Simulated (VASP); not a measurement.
The system is ZnRe2.

```
CELL_PARAMETERS angstrom
0.00000 2.89556 2.89556
2.89556 0.00000 2.89556
2.89556 2.89556 0.00000
ATOMIC_POSITIONS crystal
Zn 0.00000 0.00000 0.00000
Re 0.75000 0.75000 0.75000
Re 0.25000 0.25000 0.25000
```

The cell was built by a generator and needn't be a form met in nature.

Program: VASP 6.6.1. Alike in all runs: task band structure; no spin polarisation; cell as given; k mesh 8 × 8 × 8; cutoff (eV) 520; smearing fermi-dirac 0.05 eV.

Question: Order these runs on this cell by their pressure, lowest first.
A. level PBE; potentials or basis VASP PAW PBE potentials, release 64 (Zn, Re)
B. level TPSS; potentials or basis VASP PAW PBE potentials, release 64 (Zn, Re)
C. level RPBE; potentials or basis VASP PAW PBE potentials, release 64 (Zn, Re)
D. level LDA; potentials or basis VASP PAW LDA potentials, release 64 (Zn, Re)
E. level PBEsol; potentials or basis VASP PAW PBE potentials, release 64 (Zn, Re)

Answer: D (-11.2 GPa), E (-7.2 GPa), B (-5.0 GPa), A (0.3 GPa), C (3.8 GPa).

Caveats: the PAW data sets were made with another functional, which shifts forces and pressure a little (some runs).

Not every run made on this cell is shown here.
